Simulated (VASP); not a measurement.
Consider the following.

```
CELL_PARAMETERS angstrom
      1.71211    -2.96546     0.00000
      1.71211     2.96546     0.00000
      0.00000     0.00000    13.70462
ATOMIC_POSITIONS crystal
  Te 0.33333 0.66667 0.87921
  Te 0.66667 0.33333 0.37921
  Te 0.66667 0.33333 0.12079
  Te 0.33333 0.66667 0.62079
  Mo 0.33333 0.66667 0.25000
  Mo 0.66667 0.33333 0.75000
```

The numbers are results of PBEsol GGA, VASP's PBE PAW potentials (set 64) (plane waves; VASP), not measurements. Numerical set-up: 520 eV cut-off, 7×7×2 Γ-centred mesh, Gaussian smearing of 0.050 eV, potentials Te Mo_sv.

Without a dispersion term in the relaxation, distances and binding between the weakly bound layers, chains or molecules are unreliable, and so is what depends on them.

The ions and cell shape at fixed volume are relaxed. What does this cell relax into?

```
CELL_PARAMETERS angstrom
      1.72699    -2.99123     0.00000
      1.72699     2.99123     0.00000
      0.00000     0.00000    13.46947
ATOMIC_POSITIONS crystal
  Te 0.33333 0.66667 0.88464
  Te 0.66667 0.33333 0.38464
  Te 0.66667 0.33333 0.11536
  Te 0.33333 0.66667 0.61536
  Mo 0.33333 0.66667 0.25000
  Mo 0.66667 0.33333 0.75000
```
Space group P6_3/mmc (194), at a tolerance of 0.03 Å.

How much energy does the relaxation gain?

The energy (σ→0) changes by -20.5 meV/atom, in 8 ionic steps.

```
step  E(σ→0) (eV)  max force (eV/Å)  pressure (GPa)  volume (Å³)
----  -----------  ----------------  --------------  -----------
1        -39.2021             0.938            7.38       139.16
2        -39.2886             0.080            3.90       139.16
3        -39.2887             0.107            4.02       139.16
4        -39.3139             0.071            3.47       139.16
5        -39.3249             0.019            2.87       139.16
6        -39.3249             0.017            2.85       139.16
7        -39.3249             0.014            2.73       139.16
8        -39.3249             0.001            2.77       139.16
```

The compound is MoTe2 in the 2H layered structure. This cell is one point of a volume scan, at 0.94 of the reference volume. Symmetry was kept, so distortions that lower it aren't found.
